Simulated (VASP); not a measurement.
An input for Quantum ESPRESSO's pw.x (written as the equivalent of a VASP run, and not itself run):

```
&CONTROL
  calculation = 'vc-relax'
  pseudo_dir = './pseudo'
  outdir = './out'
  tprnfor = .true.
  tstress = .true.
  nstep = 40
  forc_conv_thr = 0.00039
/
&SYSTEM
  ibrav = 0
  nat = 1
  ntyp = 1
  ecutwfc = 80
  occupations = 'smearing'
  smearing = 'methfessel-paxton'
  degauss = 0.00735
  input_dft = 'pbe'
/
&ELECTRONS
  conv_thr = 7.3e-09
  electron_maxstep = 100
/
&IONS
/
&CELL
  press = 100
/
ATOMIC_SPECIES
  Mo 95.950 Mo.upf
CELL_PARAMETERS angstrom
    -1.5625250    1.5625250    1.5625250
     1.5625250   -1.5625250    1.5625250
     1.5625250    1.5625250   -1.5625250
ATOMIC_POSITIONS crystal
  Mo   0.0000000  1.0000000  1.0000000
K_POINTS automatic
  16 16 16 0 0 0
```

Q: Write the VASP files for the same calculation (PBE).

A: One answer among several that fit: 
File POSCAR:
```
Mo
1
   -1.5625250110     1.5625250110     1.5625250110
    1.5625250110    -1.5625250110     1.5625250110
    1.5625250110     1.5625250110    -1.5625250110
Mo
1
Direct
  0.0000000000   1.0000000000   1.0000000000
```

INCAR:
```
! general
SYSTEM =Mo
PREC   =Accurate
ENCUT  =480   ! plane-wave cut-off (eV)
LREAL  =.False.
LASPH  =.True.

! electronic loop
EDIFF  =1E-7   ! SCF stop (eV)
NELM   =100   ! most electronic steps
ALGO   =Normal
LMAXMIX=4

! smearing
ISMEAR =1   ! Methfessel-Paxton
SIGMA  =0.1

! functional
GGA    =PE   ! PBE

! ions
IBRION =2   ! conjugate gradients
NSW    =40   ! most ionic steps
ISIF   =3   ! ions, shape and volume
EDIFFG =-0.01
PSTRESS=100

! output
LWAVE  =.False.
LCHARG =.False.
```

KPOINTS:
```
Automatic mesh
0
gamma
 16 16 16
```

POTCAR, in this order: Mo_sv (PBE.64 set). Program: vasp_std.

Limits of the translation: the potentials are each code's own (VASP's PAW set, PseudoDojo norm-conserving files in pw.x), so ENCUT and ecutwfc are chosen apart and not converted; conv_thr bounds pw.x's estimated SCF error, while EDIFF bounds the energy change between steps; forc_conv_thr acts on force components and is met together with etot_conv_thr.

The compound is Mo in the bcc structure. It was relaxed first under an external pressure of 10 GPa.
